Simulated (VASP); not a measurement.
A neutral Cl vacancy in NaCl (rock salt) against the size of the supercell and its k-mesh, ions relaxed at a fixed lattice constant. The chemical potential of Cl still has to be added. All values below come from PBE GGA, VASP's PBE PAW potentials (set 64) (plane waves; VASP).

Cells with an even electron count and no magnetic element ran without spin.

```csv
perfect cell and k-mesh,host energy (eV/atom),E(vacancy cell) − E(host cell) (eV)
"8 atoms, 1×1×1",-3.1338,4.70
"8 atoms, 4×4×4",-3.3891,6.26
"16 atoms, 1×1×1",-3.2665,5.14
"16 atoms, 3×3×3",-3.3889,6.24
"54 atoms, 1×1×1",-3.3803,6.02
"54 atoms, 2×2×2",-3.3890,6.23
"64 atoms, 1×1×1",-3.3877,6.12
"64 atoms, 2×2×2",-3.3891,6.23
"128 atoms, 1×1×1",-3.3882,(withheld)
"128 atoms, 2×2×2",-3.3891,(withheld)
```

Question: Some entries are withheld; supply them.

Answer: 
- 128 atoms, 2×2×2, E(vacancy cell) − E(host cell) (eV): 6.23
- 128 atoms, 1×1×1, E(vacancy cell) − E(host cell) (eV): 6.19

Runs of the series that failed, ran out of time, didn't relax or are held back are left out.
